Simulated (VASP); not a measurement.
```
Te
1.0
    2.13798    -3.70309     0.00000
    2.13798     3.70309     0.00000
    0.00000     0.00000     5.93727
Te
3
Direct
  0.00000   0.28721   0.66667
  0.71279   0.71279   0.00000
  0.28721   0.00000   0.33333
```

Computed with LDA (Ceperley-Alder, Perdew-Zunger), VASP's LDA PAW potentials (set 64) (plane waves; VASP). Settings: 520 eV cut-off, Gaussian smearing of 0.050 eV, potentials Te.

### Question
Give the energies of bands 4 to 12 at the high-symmetry points, in eV from the Fermi level.

### Answer

```tsv
band	Γ	M	K	A	L	H
4	-2.97	-5.23	-4.69	-4.21	-6.27	-5.59
5	-2.60	-4.77	-4.69	-2.71	-3.75	-5.58
6	-2.60	-4.17	-3.56	-2.71	-3.72	-5.58
7	-1.83	-4.00	-3.56	-1.28	-2.87	-0.88
8	-1.83	-0.84	-3.40	-0.84	-2.62	-0.04
9	-1.22	-0.72	-3.40	-0.84	-0.36	0.00
10	0.98	0.48	3.06	0.18	0.27	0.00
11	0.98	0.51	3.06	0.27	2.03	0.84
12	1.68	2.29	3.24	0.27	2.67	0.84
```

It has no gap at this level: it comes out as a metal or semimetal.

The compound is Te in the trig structure. It was relaxed first, which changed the volume by -8 %.
